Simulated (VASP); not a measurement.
The system is K.

```xyz
1
Lattice="-2.6125 2.6125 2.6125 2.6125 -2.6125 2.6125 2.6125 2.6125 -2.6125" Properties=species:S:1:pos:R:3 pbc="T T T"
K     0.0000    0.0000    0.0000
```

| Quantity | Value |
| --- | --- |
| Program | VASP 6.6.1 |
| Task | relaxation of cell and atoms |
| Functional | LDA |
| Potentials or basis | VASP PAW LDA potentials, release 64 (K_sv) |
| Cutoff | 600 eV |
| k mesh | 10 × 10 × 10 |
| Occupations | methfessel-paxton, width 0.1 eV |
| Spin | no spin polarisation |

At the start: pressure -0.4 GPa; volume 71.32 Å³/atom.

**Question.** Where does the relaxation end?

**Answer.** Over 5 steps the energy falls by 9.4 meV/atom and the volume is 64.29 Å³/atom (-9.9 %); space group Im-3m (No. 229, to 0.05 Å).

The path:
```csv
step,energy change (eV),largest force (eV/Å),pressure (GPa),volume (Å³)
1,0.0000,0.0000,-0.39,71.32
2,-0.0039,0.0000,-0.31,69.56
3,-0.0084,0.0000,-0.15,66.41
4,-0.0059,0.0000,0.31,60.38
5,-0.0094,0.0000,-0.01,64.29
```

Final structure:
```cif
data_structure
_symmetry_space_group_name_H-M 'P 1'
_symmetry_Int_Tables_number 1
_cell_length_a 4.3710
_cell_length_b 4.3710
_cell_length_c 4.3710
_cell_angle_alpha 109.471
_cell_angle_beta 109.471
_cell_angle_gamma 109.471
_cell_volume 64.29
loop_
_atom_site_label
_atom_site_type_symbol
_atom_site_fract_x
_atom_site_fract_y
_atom_site_fract_z
_atom_site_occupancy
K1 K 0.00000 0.00000 0.00000 1
```
